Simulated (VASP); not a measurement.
# BiN (Fm-3m) in VASP: single point with HSE06

Aim: the single point of BiN with HSE06.

Program: VASP 6.6.1. These are calculated values, not measurements. Logs are shortened: lines on timing, memory, paths and dates and some standing lists are left out, and cuts for length are marked.

**1. Starting point**

Symmetry: Fm-3m, No. 225, cubic system. Conventional cell: a = 5.567 Å, b = 5.567 Å, c = 5.567 Å, α = 90.00°, β = 90.00°, γ = 90.00°. N (site symmetry m-3m) has 6 Bi at 2.78 Å as nearest neighbours. Bi (site symmetry m-3m) has 6 N at 2.78 Å as nearest neighbours.

The cell was built by a generator and needn't be a form met in nature.

**2. Single point, HSE06, non-collinear spin, zero start, spin-orbit coupling**

File POSCAR:

```
BiN
1.0
    0.0000000000      2.7832670000      2.7832670000
    2.7832670000      0.0000000000      2.7832670000
    2.7832670000      2.7832670000      0.0000000000
N Bi
1 1
Direct
    0.0000000000      0.0000000000      0.0000000000
    0.5000000000      0.5000000000      0.5000000000
```

File INCAR.step1:

```
PREC = Accurate ; ENCUT = 520
EDIFF = 1E-5 ; ISMEAR = -1
SIGMA = 0.06 ; LREAL = F
LASPH = T ; NELM = 150
ALGO = Normal ; ISIF = 2
LWAVE = T ; LCHARG = F
MAGMOM = 0 0 0 0 0 0 ; LORBIT = 11
LSORBIT = T ; GGA_COMPAT = F
LORBMOM = T ; GGA = PE
NBANDS = 32
```

File INCAR.step2:

```
PREC = Accurate ; ENCUT = 520
EDIFF = 1E-6 ; ISMEAR = -1
SIGMA = 0.06 ; LREAL = F
LASPH = T ; NELM = 150
ALGO = Normal ; ISIF = 2
LWAVE = F ; LCHARG = F
MAGMOM = 0 0 0 0 0 0 ; LORBIT = 11
LSORBIT = T ; GGA_COMPAT = F
LORBMOM = T ; GGA = PE
LHFCALC = T ; HFSCREEN = 0.2079
PRECFOCK = Normal ; ISTART = 1
NBANDS = 32
```

File KPOINTS:

```
Automatic mesh
0
Gamma
  3 3 3
```

Potentials or basis: VASP PAW PBE potentials, release 64 (N, Bi_d).

The run is started by

```bash
> cat potpaw_PBE.64/N/POTCAR potpaw_PBE.64/Bi_d/POTCAR > POTCAR
> cp INCAR.step1 INCAR
> mpirun -np 1 vasp_ncl > vasp.out
> cp INCAR.step2 INCAR
> mpirun -np 1 vasp_ncl > vasp.out
```

OUTCAR:

```text
PREC = Accurate
   ENCUT = 520
   EDIFF = 1E-6
   ISMEAR = -1
   LREAL = F
   LASPH = T
   NELM = 150
   ISIF = 2
   LORBIT = 11
   LSORBIT = T
   GGA = PE
   LHFCALC = T
   HFSCREEN = 0.2079
   PRECFOCK = Normal
   ISTART = 1

 ion  position               nearest neighbor table
   1  0.000  0.000  0.000-   2 2.78   2 2.78   2 2.78   2 2.78   2 2.78   2 2.78
   2  0.500  0.500  0.500-   1 2.78   1 2.78   1 2.78   1 2.78   1 2.78   1 2.78

  LATTYP: Found a face centered cubic cell.
 ALAT       =     5.5665340000

  Lattice vectors:

 A1 = (   0.0000000000,   2.7832670000,   2.7832670000)
 A2 = (   2.7832670000,   0.0000000000,   2.7832670000)
 A3 = (   2.7832670000,   2.7832670000,   0.0000000000)

Analysis of symmetry for initial positions (statically):
=====================================================================
 Subroutine PRICEL returns:
 Original cell was already a primitive cell.

 Routine SETGRP: Setting up the symmetry group for a
 face centered cubic supercell.

 Subroutine GETGRP returns: Found 48 space group operations
 (whereof 48 operations were pure point group operations)
 out of a pool of 48 trial point group operations.

The static configuration has the point symmetry O_h .

Analysis of symmetry for dynamics (positions and initial velocities):
=====================================================================
 Subroutine PRICEL returns:
 Original cell was already a primitive cell.

 Routine SETGRP: Setting up the symmetry group for a
 face centered cubic supercell.

 Subroutine GETGRP returns: Found 48 space group operations
 (whereof 48 operations were pure point group operations)
 out of a pool of 48 trial point group operations.

The dynamic configuration has the point symmetry O_h .

Analysis of structural, dynamic, and magnetic symmetry:
=====================================================================
 Subroutine PRICEL returns:
 Original cell was already a primitive cell.

 Routine SETGRP: Setting up the symmetry group for a
 face centered cubic supercell.

 Subroutine GETGRP returns: Found 48 space group operations
 (whereof 48 operations were pure point group operations)
 out of a pool of 48 trial point group operations.

The overall configuration has the point symmetry O_h .

 Subroutine INISYM returns: Found 48 space group operations
 (whereof 48 operations are pure point group operations),
 and found     1 'primitive' translations

----------------------------------------------------------------------------------------

                                     Primitive cell

  volume of cell :      43.1216

  direct lattice vectors                    reciprocal lattice vectors
     0.000000000  2.783267000  2.783267000    -0.179645000  0.179645000  0.179645000
     2.783267000  0.000000000  2.783267000     0.179645000 -0.179645000  0.179645000
     2.783267000  2.783267000  0.000000000     0.179645000  0.179645000 -0.179645000

  length of vectors
     3.936133939  3.936133939  3.936133939     0.311154267  0.311154267  0.311154267

  position of ions in fractional coordinates (direct lattice)
     0.000000000  0.000000000  0.000000000
     0.500000000  0.500000000  0.500000000

  ion indices of the primitive-cell ions
   primitive index   ion index
                 1           1
                 2           2

----------------------------------------------------------------------------------------

 KPOINTS: Automatic mesh

Automatic generation of k-mesh.
 Grid dimensions read from file:
 generate k-points for:    3    3    3

 Generating k-lattice:

[... 86 lines left out ...]

 number of electron      20.0000008 magnetization      -0.0000000      0.0000000      0.0000000

 number of electron      20.0000008 magnetization      -0.0000000     -0.0000000     -0.0000000

 number of electron      20.0000008 magnetization       0.0000000      0.0000000      0.0000000

 Free energy of the ion-electron system (eV)
  ---------------------------------------------------
  ext. energy  EPLUGINS =         0.00000000
  ---------------------------------------------------
  free energy    TOTEN  =       -12.97068112 eV

  energy without entropy =      -12.97068108  energy(sigma->0) =      -12.97068110

 E-fermi :   5.2423     XC(G=0):  -8.3653

 val. band max:        4.2087923978   @ k =   0.3333   0.0000   0.0000
 cond. band min:       6.2755973847   @ k =   0.3333   0.0000   0.0000
 fundamental gap:      2.0668049869
 Fermi energy:         5.2423345121

 k-point     1 :       0.0000    0.0000    0.0000
  band No.  band energies     occupation
      1     -21.4215      1.00000
      2     -21.4215      1.00000
      3     -21.4214      1.00000
      4     -21.4214      1.00000
      5     -18.3297      1.00000
      6     -18.3297      1.00000
[... 129 lines left out ...]
     31      18.6291      0.00000
     32      18.6291      0.00000

------------------------ aborting loop because EDIFF is reached ----------------------------------------

  FORCE on cell =-STRESS in cart. coord.  units (eV):
  Direction    XX          YY          ZZ          XY          YZ          ZX
  --------------------------------------------------------------------------------------
  -------------------------------------------------------------------------------------
  Total       -5.9452205     -5.9452205     -5.9452205     -0.0000000      0.0000000     -0.0000000
  in kB     -220.8940116   -220.8940116   -220.8940116     -0.0000000      0.0000000     -0.0000000
  external PRESSURE =    -220.8940116 kB  Pullay stress =       0.0000000 kB

 VOLUME and BASIS-vectors are now :
 -----------------------------------------------------------------------------
  energy-cutoff  :      520.00
  volume of cell :       43.12
      direct lattice vectors                 reciprocal lattice vectors
     0.000000000  2.783267000  2.783267000    -0.179645000  0.179645000  0.179645000
     2.783267000  0.000000000  2.783267000     0.179645000 -0.179645000  0.179645000
     2.783267000  2.783267000  0.000000000     0.179645000  0.179645000 -0.179645000

 POSITION                                       TOTAL-FORCE (eV/Angst)
 -----------------------------------------------------------------------------------
      0.00000      0.00000      0.00000        -0.000000      0.000000     -0.000000
      2.78327      2.78327      2.78327         0.000000     -0.000000      0.000000
 -----------------------------------------------------------------------------------
    total drift:                                0.000001      0.000001     -0.000001

  FREE ENERGIE OF THE ION-ELECTRON SYSTEM (eV)
  ---------------------------------------------------
  free  energy   TOTEN  =       -12.9706811203 eV

  energy  without entropy=      -12.9706810773  energy(sigma->0) =      -12.97068110

 orbital moment (x)

 # of ion     p       d       tot
 ----------------------------------------
  1        -0.000   0.000  -0.000
  2         0.000   0.000   0.000
 ----------------------------------------
           -0.000   0.000  -0.000

 orbital moment (y)

 # of ion     p       d       tot
 ----------------------------------------
  1        -0.000   0.000  -0.000
  2         0.000   0.000   0.000
 ----------------------------------------
           -0.000   0.000  -0.000

 orbital moment (z)

 # of ion     p       d       tot
 ----------------------------------------
  1        -0.000   0.000  -0.000
  2         0.000   0.000   0.000
 ----------------------------------------
           -0.000   0.000  -0.000

 Spin-Orbit-Coupling matrix elements

 Ion:    1  E_soc:      0.0009461
 l=   1
     0.0000000     0.0001577     0.0001577
     0.0001577     0.0000000     0.0001577
     0.0001577     0.0001577     0.0000000
 l=   2
     0.0000000     0.0000000     0.0000000     0.0000000     0.0000000
     0.0000000     0.0000000     0.0000000     0.0000000     0.0000000
     0.0000000     0.0000000     0.0000000     0.0000000     0.0000000
     0.0000000     0.0000000     0.0000000     0.0000000     0.0000000
     0.0000000     0.0000000     0.0000000     0.0000000     0.0000000
 l=   3
     0.0000000     0.0000000     0.0000000     0.0000000     0.0000000     0.0000000     0.0000000
     0.0000000     0.0000000     0.0000000     0.0000000     0.0000000     0.0000000     0.0000000
     0.0000000     0.0000000     0.0000000     0.0000000     0.0000000     0.0000000     0.0000000
     0.0000000     0.0000000     0.0000000     0.0000000     0.0000000     0.0000000     0.0000000
     0.0000000     0.0000000     0.0000000     0.0000000     0.0000000     0.0000000     0.0000000
     0.0000000     0.0000000     0.0000000     0.0000000     0.0000000     0.0000000     0.0000000
     0.0000000     0.0000000     0.0000000     0.0000000     0.0000000     0.0000000     0.0000000

 Ion:    2  E_soc:     -1.2684255
 l=   1
     0.0000000    -0.1496982    -0.1496982
    -0.1496982     0.0000000    -0.1496982
    -0.1496982    -0.1496982     0.0000000
 l=   2
     0.0000000    -0.0123553     0.0000000    -0.0123553    -0.0493506
    -0.0123553     0.0000000    -0.0370131    -0.0123554    -0.0123377
     0.0000000    -0.0370131     0.0000000    -0.0370132     0.0000000
    -0.0123553    -0.0123554    -0.0370132     0.0000000    -0.0123376
    -0.0493506    -0.0123377     0.0000000    -0.0123376     0.0000000
 l=   3
     0.0000000     0.0000000     0.0000000     0.0000000     0.0000000     0.0000000     0.0000000
     0.0000000     0.0000000     0.0000000     0.0000000     0.0000000     0.0000000     0.0000000
     0.0000000     0.0000000     0.0000000     0.0000000     0.0000000     0.0000000     0.0000000
     0.0000000     0.0000000     0.0000000     0.0000000     0.0000000     0.0000000     0.0000000
     0.0000000     0.0000000     0.0000000     0.0000000     0.0000000     0.0000000     0.0000000
     0.0000000     0.0000000     0.0000000     0.0000000     0.0000000     0.0000000     0.0000000
     0.0000000     0.0000000     0.0000000     0.0000000     0.0000000     0.0000000     0.0000000

 total charge

# of ion       s       p       d       tot
------------------------------------------
    1        1.331   2.074   0.000   3.405
    2        1.623   0.931   9.948  12.502
--------------------------------------------------
tot          2.955   3.005   9.948  15.907

 magnetization (x)

# of ion       s       p       d       tot
------------------------------------------
    1        0.000   0.000   0.000   0.000
    2        0.000  -0.000   0.000  -0.000
--------------------------------------------------
tot          0.000  -0.000   0.000  -0.000

 magnetization (y)

# of ion       s       p       d       tot
------------------------------------------
    1       -0.000   0.000   0.000  -0.000
    2       -0.000  -0.000  -0.000  -0.000
--------------------------------------------------
tot         -0.000  -0.000  -0.000  -0.000

 magnetization (z)

# of ion       s       p       d       tot
------------------------------------------
    1        0.000   0.000   0.000   0.000
    2       -0.000   0.000   0.000  -0.000
--------------------------------------------------
tot         -0.000   0.000   0.000  -0.000
```

Wall time 7.5 min (1 thread of Intel Xeon Platinum 8488C (Sapphire Rapids), shared host); peak memory 0.4 GiB.

What came out:

| Item | Value |
| --- | --- |
| Free energy | -12.9707 eV |
| Pressure | -22.1 GPa |
| Net moment | 0.00 μB per cell |
| Valence electrons inside the program's atomic spheres | N 3.40; Bi 12.50 |

Moments on the atoms (μB; x, y, z):
```
N   0.00 0.00 0.00
Bi  0.00 0.00 0.00
```

Caveat: the k mesh is coarse (spacing up to 0.65 Å⁻¹), so the values aren't converged, least of all with exact exchange; so large a pressure means that the cell lies far from this level's equilibrium, or that cutoff or potentials fall short; the potentials were made for another functional, which shifts forces and pressure.
